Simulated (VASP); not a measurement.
Given:

```xyz
2
Lattice="0.0000 2.1759 2.1759 2.1759 0.0000 2.1759 2.1759 2.1759 0.0000" Properties=species:S:1:pos:R:3 pbc="T T T"
Si     0.0000     0.0000     0.0000
C      1.0879     1.0879     1.0879
```

All values below come from SCAN meta-GGA, VASP's PBE PAW potentials (set 64) (plane waves; VASP 6.6.1). Numerical set-up: 520 eV cut-off, 12×12×12 Γ-centred mesh, tetrahedra with Blöchl corrections, potentials Si C.

Question: Tabulate the total density of states (states/eV per cell) against energy (eV; zero at the valence-band maximum or, without a gap, the Fermi level).

Answer: 
```
E (eV) | DOS (states/eV)
    -9.94 |  0.00
    -9.34 |  0.00
    -8.74 | # 0.03
    -8.02 | ######## 0.37
    -7.42 | ############################## 1.46
    -6.82 | ########## 0.46
    -6.10 | ###### 0.29
    -5.50 | ########### 0.53
    -4.90 | ############## 0.69
    -4.30 | ############## 0.68
    -3.70 | ################## 0.86
    -2.98 | ###################### 1.07
    -2.38 | ##################### 1.02
    -1.78 | ##################### 1.00
    -1.06 | ############### 0.75
    -0.46 | ######## 0.40
     0.14 |  0.00
     0.74 |  0.00
     1.34 |  0.00
     2.06 | # 0.04
     2.66 | ## 0.11
     3.26 | #### 0.18
     3.98 | ###### 0.28
     4.58 | ######## 0.39
     5.18 | ############# 0.62
```
Within 2 eV below the valence-band maximum the largest weight inside VASP's projection spheres is C p, then Si p.

The compound is SiC in the zinc blende structure. It was relaxed first.
